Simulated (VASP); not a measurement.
# LiTb3 (P6_3/mmc) in VASP: a series of runs

The runs below take LiTb3 through single point, with PBEsol.

Program: VASP 6.6.1. These are calculated values, not measurements. Logs are shortened: lines on timing, memory, paths and dates and some standing lists are left out, and cuts for length are marked.

### Step 1. The structure

Symmetry: P6_3/mmc, No. 194, hexagonal system. Conventional cell: a = 7.025 Å, b = 7.025 Å, c = 5.548 Å, α = 90.00°, β = 90.00°, γ = 120.00°. Tb (site symmetry mm2) has 4 Li at 3.42 to 3.51 Å and 8 Tb at 3.45 to 3.56 Å as nearest neighbours. Li (site symmetry -6m2) has 12 Tb at 3.42 to 3.51 Å as nearest neighbours.

The cell comes from a database or a generator and needn't be the stable form of this composition.

### Step 2. Single point, PBEsol, collinear spin, ferromagnetic start

Input file INCAR:

```
SYSTEM = LiTb3
  PREC = Accurate
  ENCUT = 520
  EDIFF = 1E-6
  ISMEAR = 0
  SIGMA = 0.02
  LREAL = .FALSE.
  LASPH = .TRUE.
  NELM = 100
  ALGO = Normal
  ISIF = 2
  LWAVE = .FALSE.
  LCHARG = .TRUE.
  ISPIN = 2
  MAGMOM = 6 6 6 6 6 6 0 0
  LORBIT = 11
  LMAXMIX = 6
  GGA = PS
  LELF = .TRUE.
  LVHAR = .TRUE.
  NBANDS = 44
```

Input file KPOINTS:

```
Automatic mesh
0
G
  5 5 5
  0 0 0
```

Input file POSCAR:

```
LiTb3
7.0253
    1.000003173345      0.000000000000      0.000000000000
   -0.500001586665      0.866028151979      0.000000000000
    0.000000000000      0.000000000000      0.789717307446
Tb Li
6 2
Direct
    0.3379559900      0.1689779950      0.7500000000
    0.8310220050      0.1689779950      0.7500000000
    0.8310220050      0.6620440100      0.7500000000
    0.6620440100      0.8310220050      0.2500000000
    0.1689779950      0.8310220050      0.2500000000
    0.1689779950      0.3379559900      0.2500000000
    0.6666666667      0.3333333333      0.2500000000
    0.3333333333      0.6666666667      0.7500000000
```

Potentials or basis: VASP PAW PBE potentials, release 64 (Tb_3, Li_sv), 4f in core.

On the command line:

```bash
> cat potpaw_PBE.64/Tb_3/POTCAR potpaw_PBE.64/Li_sv/POTCAR > POTCAR
> mpirun -np 1 vasp_std > vasp.out
```

OUTCAR:

```text
SYSTEM = LiTb3
   PREC = Accurate
   ENCUT = 520
   EDIFF = 1E-6
   ISMEAR = 0
   LREAL = .FALSE.
   LASPH = .TRUE.
   NELM = 100
   ISIF = 2
   ISPIN = 2
   LORBIT = 11
   GGA = PS

 ion  position               nearest neighbor table
   1  0.338  0.169  0.750-   6 3.45   6 3.45   5 3.45   5 3.45   2 3.46   3 3.46   2 3.56   3 3.56

   2  0.831  0.169  0.750-   4 3.45   4 3.45   6 3.45   6 3.45   3 3.46   1 3.46   3 3.56   1 3.56

   3  0.831  0.662  0.750-   4 3.45   4 3.45   5 3.45   5 3.45   2 3.46   1 3.46   2 3.56   1 3.56

   4  0.662  0.831  0.250-   3 3.45   3 3.45   2 3.45   2 3.45   5 3.46   6 3.46   5 3.56   6 3.56

   5  0.169  0.831  0.250-   1 3.45   1 3.45   3 3.45   3 3.45   6 3.46   4 3.46   6 3.56   4 3.56

   6  0.169  0.338  0.250-   1 3.45   1 3.45   2 3.45   2 3.45   5 3.46   4 3.46   5 3.56   4 3.56

   7  0.667  0.333  0.250-
   8  0.333  0.667  0.750-

  LATTYP: Found a hexagonal cell.
 ALAT       =     7.0253222937
 C/A-ratio  =     0.7897148014

  Lattice vectors:

 A1 = (   7.0253222937,   0.0000000000,   0.0000000000)
 A2 = (  -3.5126611468,   6.0841075761,   0.0000000000)
 A3 = (   0.0000000000,   0.0000000000,   5.5480010000)

Analysis of symmetry for initial positions (statically):
=====================================================================
 Subroutine PRICEL returns:
 Original cell was already a primitive cell.

 Routine SETGRP: Setting up the symmetry group for a
 hexagonal supercell.

 Subroutine GETGRP returns: Found 24 space group operations
 (whereof 12 operations were pure point group operations)
 out of a pool of 24 trial point group operations.

The static configuration has the point symmetry D_3d.
 The point group associated with its full space group is D_6h.

Analysis of symmetry for dynamics (positions and initial velocities):
=====================================================================
 Subroutine PRICEL returns:
 Original cell was already a primitive cell.

 Routine SETGRP: Setting up the symmetry group for a
 hexagonal supercell.

 Subroutine GETGRP returns: Found 24 space group operations
 (whereof 12 operations were pure point group operations)
 out of a pool of 24 trial point group operations.

The dynamic configuration has the point symmetry D_3d.
 The point group associated with its full space group is D_6h.

Analysis of structural, dynamic, and magnetic symmetry:
=====================================================================
[... 158 lines left out ...]
  ext. energy  EPLUGINS =         0.00000000
  ---------------------------------------------------
  free energy    TOTEN  =       -32.30500520 eV

  energy without entropy =      -32.30322377  energy(sigma->0) =      -32.30411449

 E-fermi :   2.5410     XC(G=0):  -9.3831

 val. band max:        2.5276072405   @ k =   0.4000   0.0000   0.0000
 cond. band min:       2.5497375860   @ k =   0.2000   0.2000   0.4000
 fundamental gap:      0.0221303455
 Fermi energy:         2.5409994410

 spin component 1

 k-point     1 :       0.0000    0.0000    0.0000
  band No.  band energies     occupation
      1     -42.3167      1.00000
      2     -42.3167      1.00000
      3     -20.5873      1.00000
      4     -20.5451      1.00000
      5     -20.4247      1.00000
      6     -20.3363      1.00000
[... 664 lines left out ...]
     41       4.4507      0.00000
     42       4.8809      0.00000
 Fermi energy:         2.5409994410

 spin component 2

 k-point     1 :       0.0000    0.0000    0.0000
  band No.  band energies     occupation
      1     -42.3121      1.00000
      2     -42.3121      1.00000
      3     -20.5684      1.00000
      4     -20.5137      1.00000
      5     -20.4060      1.00000
      6     -20.3069      1.00000
[... 664 lines left out ...]
     41       4.5074      0.00000
     42       4.9390      0.00000
 [bands above 42 left out]

------------------------ aborting loop because EDIFF is reached ----------------------------------------

  FORCE on cell =-STRESS in cart. coord.  units (eV):
  Direction    XX          YY          ZZ          XY          YZ          ZX
  --------------------------------------------------------------------------------------
  -------------------------------------------------------------------------------------
  Total       -2.7687702     -2.7687702     -2.9440172     -0.0000000      0.0000000     -0.0000000
  in kB      -18.7067280    -18.7067280    -19.8907546     -0.0000000      0.0000000     -0.0000000
  external PRESSURE =     -19.1014035 kB  Pullay stress =       0.0000000 kB

 VOLUME and BASIS-vectors are now :
 -----------------------------------------------------------------------------
  energy-cutoff  :      520.00
  volume of cell :      237.14
      direct lattice vectors                 reciprocal lattice vectors
     7.025322294  0.000000000  0.000000000     0.142342224  0.082181321  0.000000000
    -3.512661147  6.084107576  0.000000000     0.000000000  0.164362643  0.000000000
     0.000000000  0.000000000  5.548001000     0.000000000  0.000000000  0.180245101

 POSITION                                       TOTAL-FORCE (eV/Angst)
 -----------------------------------------------------------------------------------
      1.78069      1.02808      4.16100        -0.093937     -0.054235      0.000000
      5.24463      1.02808      4.16100         0.093937     -0.054235      0.000000
      3.51266      4.02795      4.16100         0.000000      0.108470      0.000000
      1.73197      5.05603      1.38700         0.093937      0.054235      0.000000
     -1.73197      5.05603      1.38700        -0.093937      0.054235     -0.000000
      0.00000      2.05616      1.38700        -0.000000     -0.108470     -0.000000
      3.51266      2.02804      1.38700         0.000000     -0.000000     -0.000000
     -0.00000      4.05607      4.16100        -0.000000     -0.000000      0.000000
 -----------------------------------------------------------------------------------
    total drift:                               -0.000000      0.000000     -0.000000

  FREE ENERGIE OF THE ION-ELECTRON SYSTEM (eV)
  ---------------------------------------------------
  free  energy   TOTEN  =       -32.3050052049 eV

  energy  without entropy=      -32.3032237724  energy(sigma->0) =      -32.30411449

 total charge

# of ion       s       p       d       tot
------------------------------------------
    1        0.408   6.266   1.078   7.751
    2        0.408   6.266   1.078   7.751
    3        0.408   6.266   1.078   7.751
    4        0.408   6.266   1.078   7.751
    5        0.408   6.266   1.078   7.751
    6        0.408   6.266   1.078   7.751
    7        2.033   0.055   0.000   2.088
    8        2.033   0.055   0.000   2.088
--------------------------------------------------
tot          6.512  37.705   6.468  50.684

 magnetization (x)

# of ion       s       p       d       tot
------------------------------------------
    1        0.001   0.011   0.050   0.062
    2        0.001   0.011   0.050   0.062
    3        0.001   0.011   0.050   0.062
    4        0.001   0.011   0.050   0.062
    5        0.001   0.011   0.050   0.062
    6        0.001   0.011   0.050   0.062
    7        0.000   0.003   0.000   0.003
    8        0.000   0.003   0.000   0.003
--------------------------------------------------
tot          0.008   0.072   0.299   0.379
```

stdout:

```text
POSCAR found type information on POSCAR TbLi
 POSCAR found :  2 types and       8 ions
 scaLAPACK will be used
 -----------------------------------------------------------------------------
|                                                                             |
|                                                                             |
|     You enforced a specific xc type in the INCAR file but a different       |
|     I HOPE YOU KNOW WHAT YOU ARE DOING!                                     |
|                                                                             |
 -----------------------------------------------------------------------------

 LDA part: xc-table for (Slater+PW92), standard interpolation
 POSCAR, INCAR and KPOINTS ok, starting setup
 FFT: planning ... GRIDC
 FFT: planning ... GRID_SOFT
 FFT: planning ... GRID
 WAVECAR not read
 entering main loop
```

It took 12 min on 1 thread of Intel Xeon Platinum 8559C (Emerald Rapids), shared host; peak memory 0.54 GiB.

What came out:

```yaml
Free_energy: -32.3050 eV
Largest_force: 0.108 eV/Å
Band_gap_on_the_k_mesh: none (metal or under the smearing width)
Net_moment: 0.62 μB per cell
Site_moments: Tb +0.06; Li +0.00 μB
Valence_electrons_inside_the_program's_atomic_spheres: Tb 7.75; Li 2.09
```

Forces in eV/Å, atoms in the order of the input:
```
Tb  -0.094 -0.054  0.000
Tb   0.094 -0.054  0.000
Tb   0.000  0.108  0.000
Tb   0.094  0.054  0.000
Tb  -0.094  0.054  0.000
Tb   0.000 -0.108  0.000
Li   0.000  0.000  0.000
Li   0.000  0.000  0.000
```

Caveat: the cutoff is under 1.25 times the usual one of these potentials, so pressure, stress and relaxed cells hold a basis-set (Pulay) error; the magnetic or orbital state may not be the lowest; the PAW data sets were made with another functional, which shifts forces and pressure a little; spin-orbit coupling is left out, which moves the levels of the heavy elements; the 4f electrons are frozen in the core as for a trivalent ion, so they carry no moment and show no levels. The state reached can hang on the start; a lower one may exist.

### Step 3. Single point, PBEsol, collinear spin, ferromagnetic start

Input file run.py:

```python
from ase.calculators.vasp import Vasp
from ase.dft.bandgap import bandgap
from ase.spacegroup import crystal

atoms = crystal(
    ['Tb', 'Li'],
    basis=[[0.3379559901, 0.1689779951, 0.75], [0.6666666667, 0.3333333333, 0.25]],
    spacegroup=194,
    setting=1,
    cellpar=[7.02532229, 7.02532229, 5.548001, 90.0, 90.0, 120.0],
    primitive_cell=True,
)
atoms.set_initial_magnetic_moments([6.0, 6.0, 6.0, 6.0, 6.0, 6.0, 0.0, 0.0])
calc = Vasp(
    directory='calc',
    xc='pbesol',
    pp='PBE',
    setups='materialsproject',
    prec='Accurate',
    encut=520,
    ediff=1e-06,
    ismear=0,
    sigma=0.02,
    lreal=False,
    lasph=True,
    nelm=120,
    algo='Fast',
    isif=2,
    lwave=False,
    lcharg=True,
    ispin=2,
    lorbit=11,
    lmaxmix=6,
    lelf=True,
    lvhar=True,
    kpts=[5, 5, 5],
    gamma=True,
    nbands=44,
)
atoms.calc = calc

print('energy (eV):', atoms.get_potential_energy())
print('free energy (eV):', atoms.get_potential_energy(force_consistent=True))
print('forces (eV/A):')
print(atoms.get_forces())
print('stress (eV/A^3, Voigt):', atoms.get_stress())
print('Fermi level (eV):', calc.get_fermi_level())
print('moment (muB):', atoms.get_magnetic_moment())
print('site moments (muB):', atoms.get_magnetic_moments())
gap, top, bottom = bandgap(calc)
print('band gap (eV):', gap, 'from (spin, k, band)', top, 'to', bottom)
```

Potentials or basis: VASP PAW PBE potentials, release 64 (Tb_3, Li_sv), 4f in core.

On the command line:

```bash
> python run.py
```

Log:

```text
energy (eV): -32.30410885
free energy (eV): -32.30499709
forces (eV/A):
[[-0.09384042 -0.05417879  0.        ]
 [ 0.09384042 -0.05417879 -0.        ]
 [ 0.          0.10835758  0.        ]
 [ 0.09384042  0.05417879 -0.        ]
 [-0.09384042  0.05417879  0.        ]
 [-0.         -0.10835758 -0.        ]
 [ 0.         -0.          0.        ]
 [ 0.          0.          0.        ]]
stress (eV/A^3, Voigt): [ 0.01167413  0.01167413  0.01240617  0.         -0.          0.        ]
Fermi level (eV): 2.54093379
moment (muB): 0.6166437
site moments (muB): [0.062 0.062 0.062 0.062 0.062 0.062 0.003 0.003]
band gap (eV): 0.0 from (spin, k, band) (None, None, None) to (None, None, None)
```

OUTCAR:

```text
ENCUT = 520.000000
   EDIFF = 1.00e-06
   GGA = PS
   PREC = Accurate
   ISIF = 2
   ISMEAR = 0
   ISPIN = 2
   LORBIT = 11
[... 1640 lines left out ...]
    8        2.033   0.055   0.000   2.088
--------------------------------------------------
tot          6.512  37.704   6.468  50.684

 magnetization (x)

# of ion       s       p       d       tot
------------------------------------------
    1        0.001   0.011   0.050   0.062
    2        0.001   0.011   0.050   0.062
    3        0.001   0.011   0.050   0.062
    4        0.001   0.011   0.050   0.062
    5        0.001   0.011   0.050   0.062
    6        0.001   0.011   0.050   0.062
    7        0.000   0.003   0.000   0.003
    8        0.000   0.003   0.000   0.003
--------------------------------------------------
tot          0.008   0.072   0.300   0.380
```

INCAR:

```text
ENCUT = 520.000000
SIGMA = 0.020000
EDIFF = 1.00e-06
ALGO = Fast
GGA = PS
PREC = Accurate
ISIF = 2
ISMEAR = 0
ISPIN = 2
LMAXMIX = 6
LORBIT = 11
NBANDS = 44
NELM = 120
LASPH = .TRUE.
LCHARG = .TRUE.
LELF = .TRUE.
LVHAR = .TRUE.
LWAVE = .FALSE.
LREAL = .FALSE.
MAGMOM = 6*6.0000 2*0.0000
```

Run time: 15 min. Hardware: 1 thread of Intel Xeon Platinum 8559C (Emerald Rapids), shared host; peak memory 0.57 GiB.

Results:

| Property | Result |
| --- | --- |
| Free energy | -32.3050 eV |
| Largest force | 0.108 eV/Å |
| Band gap on the k mesh | none (metal or under the smearing width) |
| Net moment | 0.62 μB per cell |
| Site moments | Tb +0.06; Li +0.00 μB |
| Valence electrons inside the program's atomic spheres | Tb 7.75; Li 2.09 |

Forces in eV/Å, atoms in the order of the input:
```
Tb  -0.094 -0.054  0.000
Tb   0.094 -0.054  0.000
Tb   0.000  0.108  0.000
Tb   0.094  0.054  0.000
Tb  -0.094  0.054  0.000
Tb   0.000 -0.108  0.000
Li   0.000  0.000  0.000
Li   0.000  0.000  0.000
```

Caveat: the cutoff is under 1.25 times the usual one of these potentials, so pressure, stress and relaxed cells hold a basis-set (Pulay) error; the magnetic or orbital state may not be the lowest; the PAW data sets were made with another functional, which shifts forces and pressure a little; spin-orbit coupling is left out, which moves the levels of the heavy elements; the 4f electrons are frozen in the core as for a trivalent ion, so they carry no moment and show no levels.
